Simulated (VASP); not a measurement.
Given:

```
Lu
1.0
    3.57645     0.00000     0.00000
   -1.78822     3.09730     0.00000
    0.00000     0.00000     5.53648
Lu
2
Cartesian
  0.00000   2.06487   1.38412
  1.78823   1.03243   4.15236
```

These are PBE GGA, VASP's PBE PAW potentials (set 64) (plane waves; VASP) values and carry that method's errors. Numerical set-up: 300 eV cut-off, 14×14×8 Γ-centred mesh shifted by (0.5, 0.5, 0.5), Gaussian smearing of 0.050 eV, potentials Lu_3.

At this cut-off the stress carries a Pulay error, which pulls relaxed volumes low.

Question: Give the stress tensor in GPa (positive for a compressed cell).

Answer: 
```
-2.02   0.00   0.00
 0.00  -2.02   0.00
 0.00   0.00  -1.67
```
The pressure is its mean diagonal, -1.90 GPa.

The structure comes from a computed database's Lu entry; how it stands against other phases isn't given here. The cell was not relaxed at this level.
